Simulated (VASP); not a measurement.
Consider the following.

```
HfN
1.0
    0.00000     2.26986     2.26986
    2.26986     0.00000     2.26986
    2.26986     2.26986     0.00000
Hf N
1 1
Cartesian
  0.00000   0.00000   0.00000
  2.26986   2.26986   2.26986
```

Level of theory: MS2 meta-GGA, VASP's PBE PAW potentials (set 64) (plane waves; VASP 6.6.1). Run with 520 eV cut-off, 14×14×14 Γ-centred mesh, first-order Methfessel-Paxton smearing of 0.10 eV, potentials Hf_pv N.

Unless said otherwise, spin-orbit coupling is left out, though it shifts the bands of the heavy elements here.

Problem. What does the run give for the energy per atom (σ→0), pressure, band gap (on the k-mesh) with the smallest direct gap where there is one?

Solution. 
```
Property                                                    Result
------------------------  ----------------------------------------
band gap (on the k-mesh)  none (metal, semimetal or under 0.01 eV)
energy per atom (σ→0)                           -360.1 kJ/mol-atom
pressure                                                 -8.21 GPa
```

The absolute energy has meaning only against runs of the same code, potentials and settings.

The compound is HfN in the rock salt structure. This cell is one point of a volume scan, at 1.03 of the reference volume. The electron count is odd and the run is not spin-polarised, which forces a metal.
